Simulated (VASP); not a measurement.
Consider the following.

```yaml
crystal:
  lattice:
    - [6.68288, 0.00000, 0.06500]
    - [0.00000, 4.23484, 0.00000]
    - [-0.06020, 0.00000, 7.28583]
  atoms:
    - { symbol: Y, position: [0.00000, 0.00000, 0.00000] }
    - { symbol: Y, position: [0.00000, 0.50000, 0.50000] }
    - { symbol: Cu, position: [0.66173, 0.50000, 0.16579] }
    - { symbol: Cu, position: [0.33827, 0.50000, 0.83421] }
    - { symbol: Te, position: [0.27088, 0.00000, 0.65578] }
    - { symbol: Te, position: [0.72912, 0.00000, 0.34422] }
    - { symbol: Te, position: [0.26805, 0.50000, 0.17457] }
    - { symbol: Te, position: [0.73195, 0.50000, 0.82543] }
```

All values below come from LDA (Ceperley-Alder, Perdew-Zunger), VASP's LDA PAW potentials (set 64) (plane waves; VASP). Run with 400 eV cut-off, 4×6×4 Γ-centred mesh, tetrahedra with Blöchl corrections, potentials Y_sv Cu Te.

The cores are frozen, which limits the accuracy of field gradients.

### Question
Give the principal components of the electric field gradient (V/Å²) and the asymmetry η at each nucleus.

### Answer

```json
[
 {"atom": "Y1", "Vxx": "6.4", "Vyy": "3.1", "Vzz": "-9.5", "η": "0.35"},
 {"atom": "Y2", "Vxx": "6.8", "Vyy": "1.0", "Vzz": "-7.8", "η": "0.75"},
 {"atom": "Cu3", "Vxx": "-9.8", "Vyy": "-8.7", "Vzz": "18.6", "η": "0.06"},
 {"atom": "Cu4", "Vxx": "-9.8", "Vyy": "-8.7", "Vzz": "18.6", "η": "0.06"},
 {"atom": "Te5", "Vxx": "-105.2", "Vyy": "-11.6", "Vzz": "116.8", "η": "0.80"},
 {"atom": "Te6", "Vxx": "-105.2", "Vyy": "-11.6", "Vzz": "116.8", "η": "0.80"},
 {"atom": "Te7", "Vxx": "78.3", "Vyy": "49.9", "Vzz": "-128.2", "η": "0.22"},
 {"atom": "Te8", "Vxx": "78.3", "Vyy": "49.9", "Vzz": "-128.2", "η": "0.22"}
]
```

The structure comes from a computed database's YCuTe2 entry (P2/m); how it stands against other phases isn't given here. It was relaxed first, which changed the volume by -8 %.
